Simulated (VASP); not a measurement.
Given:

```xyz
2
Lattice="2.2902 1.3222 3.5600 -2.2902 1.3222 3.5600 0.0000 -2.6445 3.5600" Properties=species:S:1:pos:R:3 pbc="T T T"
Te     0.0000     0.0000     2.6708
Te     0.0000     0.0000     8.0092
```

Level of theory: r2SCAN meta-GGA, VASP's PBE PAW potentials (set 64) (plane waves; VASP). Settings: 400 eV cut-off, 11×11×11 Γ-centred mesh, tetrahedra with Blöchl corrections, potentials Te.

### Question
Give the energies of bands 3 to 9 at the high-symmetry points, in eV from the Fermi level.

### Answer

```
band      Γ      T     H2      L     S0      F
----  -----  -----  -----  -----  -----  -----
3     -3.42  -2.26  -5.65  -2.12  -5.95  -6.36
4     -3.42  -2.26  -5.65  -2.10  -4.01  -4.91
5     -2.96  -2.25  -1.64  -1.99  -3.99  -4.58
6      1.08  -2.25  -1.63  -1.99   0.85   2.39
7      1.33  -1.82   3.27  -1.50   1.33   2.60
8      1.33  -1.81   3.27  -1.49   3.50   2.77
9      4.58   7.99   5.12   7.63   3.98   4.09
```

It has no gap at this level: it comes out as a metal or semimetal.

The structure was generated: Te was put into the A7 type (R-3m), which need not be its known phase. It was relaxed first, which changed the volume by +15 %.
